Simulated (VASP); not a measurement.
VASP runs on SnTe (space group Fm-3m) share one base input (PBE GGA, plane waves, VASP's PBE PAW potentials (set 64)) and change the settings named in each case.

KPOINTS:
```
Automatic mesh
0
Gamma
5 5 5
0 0 0
```

### INCAR
```
PREC = Accurate
GGA = PE
ISIF = 2   # forces and stress, cell fixed
ENCUT = 300   # plane-wave cut-off (eV)
SYSTEM = SnTe
NELM = 100
LREAL = .FALSE.
LMAXMIX = 4
ISMEAR = -1   # Fermi-Dirac
LCHARG = .FALSE.
ALGO = Normal
EDIFF = 1E-6   # SCF stop (eV)
LWAVE = .FALSE.
LASPH = .TRUE.
SIGMA = 0.01   # width (eV)
```

File POSCAR:
```
SnTe
1.0
  0.0000000000   3.0936400000   3.0936400000
  3.0936400000   0.0000000000   3.0936400000
  3.0936400000   3.0936400000   0.0000000000
Sn Te
1 1
Direct
  0.0000000000   0.0000000000   0.0000000000
  0.5000000000   0.5000000000   0.5000000000
```

POTCAR, in this order: Sn_d Te (PBE.64 set). Program: vasp_std.

| change | E(σ→0) (eV/atom) | pressure (GPa) |
|---|---|---|
| base run | -3.7348 | 5.04 |
| GGA removed, POTCAR Sn_d Te (LDA.64 set) | -4.4172 | … |
| GGA_COMPAT = .FALSE., LNONCOLLINEAR = .TRUE., LSORBIT = .TRUE., MAGMOM = 0.0 0.0 0.0 0.0 0.0 0.0, program vasp_ncl | -3.8066 | … |
| KPOINTS 1×1×1 Γ-centred mesh | 0.0659 | 46.14 |

Q: Complete the blanks.

A: 
- GGA removed, POTCAR Sn_d Te (LDA.64 set), pressure (GPa): 0.92
- GGA_COMPAT = .FALSE., LNONCOLLINEAR = .TRUE., LSORBIT = .TRUE., MAGMOM = 0.0 0.0 0.0 0.0 0.0 0.0, program vasp_ncl, pressure (GPa): 4.99

Energies of different potentials or functionals have different zeros.  Unless said otherwise, spin-orbit coupling is left out, though it shifts the bands of the heavy elements here. At 300 eV the pressure can carry a Pulay error.

Left out are runs that ran out of time, are held back, or changed the cell or the kind of run, fixed moments of cells without a moment, rows past the twelfth, gaps on odd meshes, pressures of charged cells and columns that move by less than the noise.

The structure is a typed SnTe crystal (Fm-3m). The cell was not relaxed at this level, its lattice was scaled by up to 2.5 %.
